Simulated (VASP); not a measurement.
# HfN: free energy against electron temperature

How do entropy and free energy of the electrons in HfN grow with the Fermi-Dirac width, and how far does the Sommerfeld expansion hold?

Program: VASP 6.6.1. Level of theory: PBEsol; plane waves and PAW (Hf_sv_GW, N), in the first sound run; inputs show where later runs differ. Results are calculated unless marked as measured.

## Step 1: Starting point

The structure is cubic, space group Fm-3m (No. 225). Conventional cell: a = 4.518 Å, b = 4.518 Å, c = 4.518 Å, α = 90.00°, β = 90.00°, γ = 90.00°. Nearest to Hf lie 6 N at 2.26 Å. Nearest to N lie 6 Hf at 2.26 Å. Farther neighbours and most contacts between anions are not listed.

As a file:

```cif
data_structure
_symmetry_space_group_name_H-M 'Fm-3m'
_symmetry_Int_Tables_number 225
_cell_length_a 4.5180
_cell_length_b 4.5180
_cell_length_c 4.5180
_cell_angle_alpha 90.000
_cell_angle_beta 90.000
_cell_angle_gamma 90.000
_cell_volume 92.22
loop_
_atom_site_label
_atom_site_type_symbol
_atom_site_symmetry_multiplicity
_atom_site_Wyckoff_symbol
_atom_site_fract_x
_atom_site_fract_y
_atom_site_fract_z
_atom_site_occupancy
Hf1 Hf 4 a 0.00000 0.00000 0.00000 1
N1 N 4 b 0.50000 0.00000 0.00000 1
```

## Step 2: Relax the crystal, PBEsol

The cell is relaxed and then held.

This step took 2 runs in a row; the last is shown.

Level: PBEsol; plane waves and PAW (Hf_sv_GW, N).

Input file INCAR:

```
SYSTEM = HfN
PREC = Accurate
ENCUT = 520
EDIFF = 1E-07
NELM = 120
ISMEAR = 1
SIGMA = 0.15
LREAL = .FALSE.
ALGO = Normal
GGA = PS
NBANDS = 14
LASPH = .TRUE.
LORBIT = 11
LWAVE = .FALSE.
LCHARG = .FALSE.
KPAR = 8
IBRION = 2
NSW = 40
ISIF = 3
EDIFFG = -0.005
POTIM = 0.4
```

Input file POSCAR:

```
HfN
1.0
    0.0000000000      2.2507576219      2.2507576219
    2.2507576219      0.0000000000      2.2507576219
    2.2507576219      2.2507576219      0.0000000000
Hf N
1 1
Direct
    0.0000000000      0.0000000000      0.0000000000
    0.5000000000      0.5000000000      0.5000000000
```

Input file KPOINTS:

```
Automatic mesh
0
Gamma
17 17 17
0 0 0
```

Potentials, in the order of the species: Hf_sv_GW and N (PBE family, release 64).

Command:

```bash
mpirun -np 8 vasp_std
```

The program printed:

```text
[banner, memory and clock lines left out]
running    8 mpi-ranks, on    1 nodes
[...]
|                                                                             |
|           W    W    AA    RRRRR   N    N  II  N    N   GGGG   !!!           |
|           W    W   A  A   R    R  NN   N  II  NN   N  G    G  !!!           |
|           W    W  A    A  R    R  N N  N  II  N N  N  G       !!!           |
|           W WW W  AAAAAA  RRRRR   N  N N  II  N  N N  G  GGG   !            |
|           WW  WW  A    A  R   R   N   NN  II  N   NN  G    G                |
|           W    W  A    A  R    R  N    N  II  N    N   GGGG   !!!           |
|                                                                             |
|     For optimal performance we recommend to set                             |
|       NCORE = 2 up to number-of-cores-per-socket                            |
|     NCORE specifies how many cores store one orbital (NPAR=cpu/NCORE).      |
|     This setting can greatly improve the performance of VASP for DFT.       |
[...]
|     You enforced a specific xc type in the INCAR file but a different       |
|     [... a line on the potential file left out ...]
|     I HOPE YOU KNOW WHAT YOU ARE DOING!                                     |
|                                                                             |

 LDA part: xc-table for (Slater+PW92), standard interpolation
 POSCAR, INCAR and KPOINTS ok, starting setup
[...]
entering main loop
       N       E                     dE             d eps       ncg     rms          rms(c)
DAV:   1     0.872596558620E+02    0.87260E+02   -0.95052E+03  4636   0.118E+03
DAV:   2    -0.257057395938E+02   -0.11297E+03   -0.10579E+03  6230   0.291E+02
DAV:   3    -0.295016287198E+02   -0.37959E+01   -0.37650E+01  5550   0.551E+01
DAV:   4    -0.295136123680E+02   -0.11984E-01   -0.11961E-01  5214   0.351E+00
[...]
DAV:  13    -0.257504604334E+02    0.58300E-06   -0.67849E-06  5694   0.202E-02    0.244E-02
DAV:  14    -0.257504595724E+02    0.86105E-06   -0.16446E-06  5412   0.112E-02    0.154E-02
DAV:  15    -0.257504595812E+02   -0.88862E-08   -0.69157E-08  2436   0.234E-03
   1 F= -.25750460E+02 E0= -.25750337E+02  d E =-.257505E+02
[...]
reached required accuracy - stopping structural energy minimisation
```

It took 5.6 s on 8 MPI ranks of Intel Xeon 6975P-C (Granite Rapids), shared host; peak memory 1.5 GiB; 40 s of CPU time.

The logs omit lines about the potential files and the build; timing stands in the text.

Parts of OUTCAR (step 2):

```text
  Total       -0.0046842     -0.0046842     -0.0046842     -0.0000000      0.0000000      0.0000000
  in kB       -0.3291030     -0.3291030     -0.3291030     -0.0000000      0.0000000      0.0000000
  external PRESSURE =      -0.3291030 kB  Pullay stress =       0.0000000 kB

 POSITION                                       TOTAL-FORCE (eV/Angst)
 -----------------------------------------------------------------------------------
      0.00000      0.00000      0.00000        -0.000000      0.000000      0.000000
      2.25076      2.25076      2.25076         0.000000     -0.000000     -0.000000
 -----------------------------------------------------------------------------------
    total drift:                                0.000000     -0.000000     -0.000000

  FREE ENERGIE OF THE ION-ELECTRON SYSTEM (eV)
  ---------------------------------------------------
  free  energy   TOTEN  =       -25.7504595812 eV

  energy  without entropy=      -25.7500932408  energy(sigma->0) =      -25.75033747

 reached required accuracy - stopping structural energy minimisation

[... 3 further parts left out ...]
[key lines of the parts left out:]
E-fermi :  12.1443
```

This run gave:

```
energy(sigma→0) of the program : -25.7503 eV
stress, compression positive   : xx, yy, zz -0.03, -0.03, -0.03 GPa
volume                         : 22.804 Å³
ionic steps                    : 1
```

## Step 3: Tetrahedra, PBEsol

Tetrahedra give the density of states at the Fermi level without smearing.

Level: PBEsol; plane waves and PAW (Hf_sv_GW, N).

Input file INCAR:

```
SYSTEM = HfN
PREC = Accurate
ENCUT = 520
EDIFF = 1E-08
NELM = 100
ISMEAR = -5
SIGMA = 0.15
LREAL = .FALSE.
ALGO = Normal
GGA = PS
NBANDS = 24
LASPH = .TRUE.
LORBIT = 11
LWAVE = .FALSE.
LCHARG = .FALSE.
KPAR = 2
ISIF = 2
NEDOS = 3001
```

POSCAR is that of step 2.

Input file KPOINTS:

```
Automatic mesh
0
Gamma
30 30 30
0 0 0
```

Command:

```bash
mpirun -np 2 vasp_std
```

The program printed:

```text
[banner, memory and clock lines left out]
running    2 mpi-ranks, on    1 nodes
[...]
[... a notice as in an earlier step ...]

 LDA part: xc-table for (Slater+PW92), standard interpolation
 POSCAR, INCAR and KPOINTS ok, starting setup
[...]
entering main loop
       N       E                     dE             d eps       ncg     rms          rms(c)
DAV:   1     0.669889015723E+02    0.66989E+02   -0.85109E+03 36224   0.687E+02
DAV:   2    -0.273462069913E+02   -0.94335E+02   -0.90128E+02 46736   0.206E+02
DAV:   3    -0.295116380920E+02   -0.21654E+01   -0.21533E+01 43248   0.271E+01
DAV:   4    -0.295158067199E+02   -0.41686E-02   -0.41685E-02 40896   0.141E+00
[...]
DAV:  15    -0.257519692079E+02   -0.58609E-07   -0.88142E-08 39584   0.216E-03    0.459E-04
DAV:  16    -0.257519692238E+02   -0.15879E-07   -0.26518E-09 24240   0.281E-04    0.466E-04
DAV:  17    -0.257519692170E+02    0.68155E-08   -0.24460E-10 19904   0.113E-04
   1 F= -.25751969E+02 E0= -.25751969E+02  d E =0.000000E+00
|                                                                             |
|           W    W    AA    RRRRR   N    N  II  N    N   GGGG   !!!           |
|           W    W   A  A   R    R  NN   N  II  NN   N  G    G  !!!           |
|           W    W  A    A  R    R  N N  N  II  N N  N  G       !!!           |
|           W WW W  AAAAAA  RRRRR   N  N N  II  N  N N  G  GGG   !            |
|           WW  WW  A    A  R   R   N   NN  II  N   NN  G    G                |
|           W    W  A    A  R    R  N    N  II  N    N   GGGG   !!!           |
|                                                                             |
|     Tetrahedron method does not include variations of the Fermi             |
|     occupations, so forces and stress will be inaccurate. We suggest        |
|     using a different smearing scheme ISMEAR = 1 or 2 for metals in         |
|     relaxations.                                                            |
|                                                                             |
```

It took 70 s on 2 MPI ranks; peak memory 0.93 GiB.

From OUTCAR (step 3):

```text
  Total       -0.0055424     -0.0055424     -0.0055424     -0.0000000      0.0000000      0.0000000
  in kB       -0.3893985     -0.3893985     -0.3893985     -0.0000000      0.0000000      0.0000000
  external PRESSURE =      -0.3893985 kB  Pullay stress =       0.0000000 kB

 POSITION                                       TOTAL-FORCE (eV/Angst)
 -----------------------------------------------------------------------------------
      0.00000      0.00000      0.00000         0.000000      0.000000      0.000000
      2.25076      2.25076      2.25076         0.000000      0.000000      0.000000
 -----------------------------------------------------------------------------------
    total drift:                                0.000000     -0.000000     -0.000000

  FREE ENERGIE OF THE ION-ELECTRON SYSTEM (eV)
  ---------------------------------------------------
  free  energy   TOTEN  =       -25.7519692170 eV

  energy  without entropy=      -25.7519692170  energy(sigma->0) =      -25.75196922

[... 1 part as in an earlier step ...]

[... 2 further parts left out ...]
[key lines of the parts left out:]
E-fermi :  12.1361
```

Numbers from this step:

| Item | Value |
| --- | --- |
| energy(sigma→0) of the program | -25.7520 eV |

The run ends at a pressure of -0.04 GPa.

## Step 4: Electron temperature, PBEsol

One member in full: SIGMA = 0.075 eV.

Level: PBEsol; plane waves and PAW (Hf_sv_GW, N).

INCAR: that of step 3 with these lines changed.

```diff
@@ -5,4 +5,4 @@
 NELM = 100
-ISMEAR = -5
-SIGMA = 0.15
+ISMEAR = -1
+SIGMA = 0.075
 LREAL = .FALSE.
@@ -17,2 +17 @@
 ISIF = 2
-NEDOS = 3001
```

POSCAR is that of step 3.

KPOINTS is that of step 3.

Command:

```bash
mpirun -np 2 vasp_std
```

The program printed:

```text
[... set-up lines as in an earlier step ...]
 entering main loop
       N       E                     dE             d eps       ncg     rms          rms(c)
DAV:   1     0.669859241342E+02    0.66986E+02   -0.85109E+03 36224   0.687E+02
DAV:   2    -0.273517832052E+02   -0.94338E+02   -0.89968E+02 46736   0.206E+02
DAV:   3    -0.295172372689E+02   -0.21655E+01   -0.21531E+01 43248   0.271E+01
DAV:   4    -0.295214057433E+02   -0.41685E-02   -0.41684E-02 40896   0.141E+00
[...]
DAV:  15    -0.257573685378E+02   -0.11560E-06   -0.95365E-08 39552   0.225E-03    0.579E-04
DAV:  16    -0.257573685481E+02   -0.10323E-07   -0.27876E-09 24744   0.291E-04    0.512E-04
DAV:  17    -0.257573685427E+02    0.54472E-08   -0.26066E-10 19976   0.116E-04
   1 F= -.25757369E+02 E0= -.25751740E+02  d E =-.112577E-01
```

Elapsed: 68 s, on 2 MPI ranks; peak memory 0.89 GiB.

Parts of OUTCAR (step 4):

```text
  LATTYP: Found a face centered cubic cell.
 ALAT       =     4.5015152438

 Subroutine GETGRP returns: Found 48 space group operations
 (whereof 48 operations were pure point group operations)

The static configuration has the point symmetry O_h .

 Found    752 irreducible k-points:

   dimension x,y,z NGX =    24 NGY =   24 NGZ =   24
   dimension x,y,z NGXF=    48 NGYF=   48 NGZF=   48

   ENCUT  =  520.0 eV  38.22 Ry    6.18 a.u.   5.92  5.92  5.92*2*pi/ulx,y,z

   NELECT =      17.0000    total number of electrons

 E-fermi :  12.1310

 k-point     1 :       0.0000    0.0000    0.0000
  band No.  band energies     occupation
    ...
      7       9.1688      2.00000
      8       9.1688      2.00000
      9      11.7298      1.99054
     10      11.7298      1.99054
     11      11.7298      1.99054
     12      14.0069      0.00000
     13      14.0813      0.00000
     14      14.0813      0.00000
     15      21.6802      0.00000
     16      36.9112      0.00000
    ...

 k-point     2 :       0.0333    0.0000    0.0000
  band No.  band energies     occupation
    ...
      7       9.0932      2.00000
      8       9.0932      2.00000
      9      11.7715      1.98357
     10      11.7715      1.98357
     11      11.7719      1.98348
     12      14.0926      0.00000
     13      14.1742      0.00000
     14      14.1742      0.00000
     15      21.7681      0.00000
     16      36.1856      0.00000
    ...

  Total        0.0009396      0.0009396      0.0009396      0.0000000      0.0000000      0.0000000
  in kB        0.0660153      0.0660153      0.0660153      0.0000000      0.0000000      0.0000000
  external PRESSURE =       0.0660153 kB  Pullay stress =       0.0000000 kB

 POSITION                                       TOTAL-FORCE (eV/Angst)
 -----------------------------------------------------------------------------------
      0.00000      0.00000      0.00000        -0.000000      0.000000     -0.000000
      2.25076      2.25076      2.25076         0.000000     -0.000000      0.000000
 -----------------------------------------------------------------------------------
    total drift:                                0.000000     -0.000000     -0.000000

  FREE ENERGIE OF THE ION-ELECTRON SYSTEM (eV)
  ---------------------------------------------------
  free  energy   TOTEN  =       -25.7573685427 eV

  energy  without entropy=      -25.7461108148  energy(sigma->0) =      -25.75173968

 total charge
# of ion       s       p       d       f       tot
--------------------------------------------------
    1        3.691   6.009   1.508   0.085  11.294
    2        1.228   2.503   0.000   0.000   3.731
--------------------------------------------------
tot          4.919   8.512   1.508   0.085  15.025

[... 2 parts as in an earlier step ...]

[... 7 further parts left out ...]
```

Read from the output:

| Property | Result |
| --- | --- |
| energy(sigma→0) of the program | -25.7517 eV |
| stress, compression positive | xx, yy, zz 0.01, 0.01, 0.01 GPa |

The run ends at a pressure of 0.01 GPa.

## Step 5: The table

The other members went through these steps as far as the tables show, on the same mesh; 7 runs are not shown. The session took 0.35 core hours (wall time by ranks) on a shared machine.

```
width kT (eV)  temperature (K)  free energy less that of the narrowest width (meV/atom)  TS (meV/atom)  pressure (GPa)  shift of the Fermi level (eV)
        0.025              290                                                    0.000          0.682          -0.036                          0.000
        0.050              580                                                   -0.990          2.580          -0.019                         -0.001
        0.075              870                                                   -2.573          5.629           0.007                         -0.004
        0.100             1160                                                        ?              ?           0.041                         -0.006
        0.150             1741                                                  -10.857         21.867           0.141                         -0.012
        0.200             2321                                                  -19.309         38.431           0.276                         -0.019
        0.300             3481                                                  -43.055         84.654           0.644                         -0.040
```

## Step 6: The Sommerfeld expansion

At low temperature TS = (π²/3) g (kT)², so TS, twice the difference of energy(sigma→0) and the free energy, over (π²/3)(kT)² is an effective density of states: 0.331, 0.314, 0.304, 0.295, 0.292, 0.286 states/eV/atom in the rows shown.

Fitting a parabola to the 6 known rows (σ: width in eV) gives g = 0.7436 σ² − 0.3795 σ + 0.3344 in states/eV/atom; the residuals are 0.0042 states/eV/atom r.m.s.

At σ = 0.1 this predicts 0.304 states/eV/atom.

## Step 7: Checking the prediction

The calculation gives 0.300 states/eV/atom, so the prediction is 0.004 states/eV/atom too high.

The parabola in σ is an empirical guide, not the expansion itself. Tetrahedra give g = 0.302 states/eV/atom at the Fermi level, the limit that the series should reach at zero width.

## Step 8: Summary of results

```yaml
density_of_states_at_the_fermi_level_tetrahedra: 0.30 states/eV/atom
sommerfeld_coefficient_from_it: 0.71 mJ per mole of atoms and K²
pressure_at_the_widest_setting: 0.64 GPa
error_of_the_predicted_g: 0.004 states/eV/atom
```

**Reading.** Against the tetrahedron value, the effective density of states stands at +10 % at 0.025 eV, +4 % at 0.05 eV, -1 % at 0.1 eV, -5 % at 0.3 eV. The leading term holds within a tenth at the widest setting. The narrow rows do not close in on the tetrahedron value; no test of the mesh was run. Spin-orbit coupling is left out. The bare coefficient lacks the electron-phonon enhancement of measured heat capacities.

[Lines on the potential files, build, host, timing and source positions are cut from VASP's logs without a mark.]

[Logs are printed without paths, hosts, clocks, repeated set-up lines and the standing remarks that a program may print on its own settings, such as how far it seeks lower states.]

[Hosts, paths, dates, database ids (printed as entryN), source tags and the programs' standing remarks are cut or masked in the printed files.]
